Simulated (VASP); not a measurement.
Input:

```
CsBr
1.0
    4.29000     0.00000     0.00000
    0.00000     4.29000     0.00000
    0.00000     0.00000     4.29000
Cs Br
1 1
Direct
  0.00000   0.00000   0.00000
  0.50000   0.50000   0.50000
```

The numbers are results of RPBE GGA, VASP's PBE PAW potentials (set 64) (plane waves; VASP), not measurements. Settings: 520 eV cut-off, 6×6×6 Γ-centred mesh, Gaussian smearing of 0.050 eV, potentials Cs_sv Br.

Energy and stress use the plane-wave basis of the starting cell.

### Question
The ions, cell shape and volume are relaxed. Which structure does the run end with?

### Answer

```
CsBr
1.0
    4.57466     0.00000     0.00000
    0.00000     4.57466     0.00000
    0.00000     0.00000     4.57466
Cs Br
1 1
Direct
  0.00000   0.00000   0.00000
  0.50000   0.50000   0.50000
```
Space group Pm-3m (221), at a tolerance of 0.03 Å.

### Question
How do energy and volume change from the first to the last step?

### Answer
The energy (σ→0) changes by -58.4 meV/atom and the volume by +21.3 %, in 4 ionic steps.

The compound is CsBr in the CsCl type structure. This run relaxes it. Symmetry was kept, so distortions that lower it aren't found.
